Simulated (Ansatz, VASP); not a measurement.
# Two plane-wave programs on BiIr

```
Ir Bi
1.0
     0.00000    3.10733    3.10733
     3.10733    0.00000    3.10733
     3.10733    3.10733    0.00000
Ir Bi
1 1
Cartesian
  0.0000 0.0000 0.0000
  1.5537 1.5537 1.5537
```

Alike in both runs: task single point; functional r2SCAN; k mesh 10 × 10 × 10; occupations gaussian, width 0.05 eV; no spin polarisation.

|  | VASP | Ansatz |
| --- | --- | --- |
| version | VASP 6.6.1 | Ansatz 0.2.0 |
| potentials or method | VASP PAW PBE potentials, release 64 (Ir, Bi_d) | scalar-relativistic, plane waves, PAW |
| plane-wave cutoff (eV) | 520 | 500 |
| valence electrons in the cell | 24 | 32 |

Ansatz gave:

```
gap on the k mesh at the Fermi level (eV) : none
pressure (GPa)                            : -5.5
```

Problem. What did VASP give for the same quantities?

Solution. gap on the k mesh at the Fermi level (eV): none; pressure (GPa): -5.2.

A gap of «none» marks a metal or a gap that the smearing closes. With one functional, cell and mesh, what is left measures potentials, basis and numerics. The two sets of potentials don't hold the same shells in valence.

Caveats: the PAW data sets were made with another functional, which shifts forces and pressure a little (VASP); spin-orbit coupling is left out, which moves the levels of the heavy elements.
